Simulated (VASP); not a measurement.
Level of theory: LDA (Ceperley-Alder, Perdew-Zunger), VASP's LDA PAW potentials (set 64) (plane waves; VASP 6.6.1).

Input for VASP

**KPOINTS**
```
Automatic mesh
0
Gamma
11 11 11
0 0 0
```

### INCAR
```
SYSTEM = Ca
PREC = Accurate
ENCUT = 400
EDIFF = 1E-6
NELM = 100
ALGO = Normal
LREAL = .FALSE.
LASPH = .TRUE.
ISMEAR = 1
SIGMA = 0.1
LWAVE = .FALSE.
LCHARG = .FALSE.
IBRION = 2
ISIF = 3
NSW = 60
EDIFFG = -0.01
```

File POSCAR:
```
Ca
1
   -0.0000000000     2.6686847052     2.6686847052
    2.6686847052     0.0000000000     2.6686847052
    2.6686847052     2.6686847052    -0.0000000000
Ca
1
Direct
  0.0000000000   0.0000000000   0.0000000000
```

POTCAR, in this order: Ca_sv (LDA.64 set). Program: vasp_std.

Output of the run:

**OSZICAR**
```
       N       E                     dE             d eps       ncg     rms          rms(c)
DAV:   1     0.520400222546E+02    0.52040E+02   -0.46501E+03  1008   0.851E+02
DAV:   2    -0.117425489295E+01   -0.53214E+02   -0.52987E+02  1085   0.208E+02
DAV:   3    -0.218013559698E+01   -0.10059E+01   -0.10030E+01  1534   0.299E+01
DAV:   4    -0.222812806316E+01   -0.47992E-01   -0.47971E-01  1475   0.452E+00
DAV:   5    -0.222871699518E+01   -0.58893E-03   -0.58841E-03  1640   0.344E-01    0.222E+00
DAV:   6    -0.221235072493E+01    0.16366E-01   -0.16722E-02  1197   0.152E+00    0.135E+00
DAV:   7    -0.220678623395E+01    0.55645E-02   -0.20249E-02  1259   0.184E+00    0.102E-01
DAV:   8    -0.220629213994E+01    0.49409E-03   -0.24758E-03  1201   0.516E-01    0.191E-02
DAV:   9    -0.220629167808E+01    0.46186E-06   -0.84308E-05  1507   0.866E-02    0.305E-03
DAV:  10    -0.220629205210E+01   -0.37402E-06   -0.42027E-06  1424   0.181E-02
   1 F= -.22062921E+01 E0= -.22058205E+01  d E =-.220629E+01
       N       E                     dE             d eps       ncg     rms          rms(c)
DAV:   1    -0.220651537139E+01   -0.22369E-03   -0.63705E-03  1098   0.960E-01    0.908E-02
DAV:   2    -0.220633434296E+01    0.18103E-03   -0.61320E-04  1104   0.308E-01    0.460E-02
DAV:   3    -0.220629170377E+01    0.42639E-04   -0.33958E-04  1443   0.166E-01    0.157E-02
DAV:   4    -0.220629307809E+01   -0.13743E-05   -0.17145E-05  1132   0.524E-02    0.717E-03
DAV:   5    -0.220629761711E+01   -0.45390E-05   -0.10161E-05  1520   0.171E-02    0.207E-03
DAV:   6    -0.220629757758E+01    0.39533E-07   -0.94738E-08   578   0.314E-03
   2 F= -.22062976E+01 E0= -.22058256E+01  d E =-.552548E-05
```

OUTCAR:
```
------------------------ aborting loop because EDIFF is reached ----------------------------------------
  FORCE on cell =-STRESS in cart. coord.  units (eV):
  Direction    XX          YY          ZZ          XY          YZ          ZX
  --------------------------------------------------------------------------------------
  Total        0.0006708      0.0006708      0.0006708      0.0000000     -0.0000000     -0.0000000
  in kB        0.0283189      0.0283189      0.0283189      0.0000000     -0.0000000     -0.0000000
  external PRESSURE =       0.0283189 kB  Pullay stress =       0.0000000 kB
  volume of cell :       37.95
      direct lattice vectors                 reciprocal lattice vectors
    -0.000000000  2.667209449  2.667209449    -0.187461843  0.187461843  0.187461843
     2.667209449 -0.000000000  2.667209449     0.187461843 -0.187461843  0.187461843
     2.667209449  2.667209449 -0.000000000     0.187461843  0.187461843 -0.187461843
 POSITION                                       TOTAL-FORCE (eV/Angst)
 -----------------------------------------------------------------------------------
      2.66721      2.66721      5.33442         0.000000     -0.000000     -0.000000
 -----------------------------------------------------------------------------------
    total drift:                                0.000000      0.000000      0.000000
  FREE ENERGIE OF THE ION-ELECTRON SYSTEM (eV)
  ---------------------------------------------------
  free  energy   TOTEN  =        -2.2062975776 eV

  energy  without entropy=       -2.2048816803  energy(sigma->0) =       -2.20582561

 reached required accuracy - stopping structural energy minimisation
```
(Selected blocks of OUTCAR.)

### CONTCAR
```
Ca
   1.00000000000000
    -0.0000000000000000    2.6672094487332458    2.6672094487332458
     2.6672094487332458   -0.0000000000000000    2.6672094487332458
     2.6672094487332458    2.6672094487332458   -0.0000000000000000
  Ca
     1
Direct
     1.0000000000000000    1.0000000000000000    0.0000000000000000
```

The compound is Ca in the fcc structure. This run relaxes it. Symmetry was kept, so distortions that lower it aren't found. The start is the result of an earlier pass.
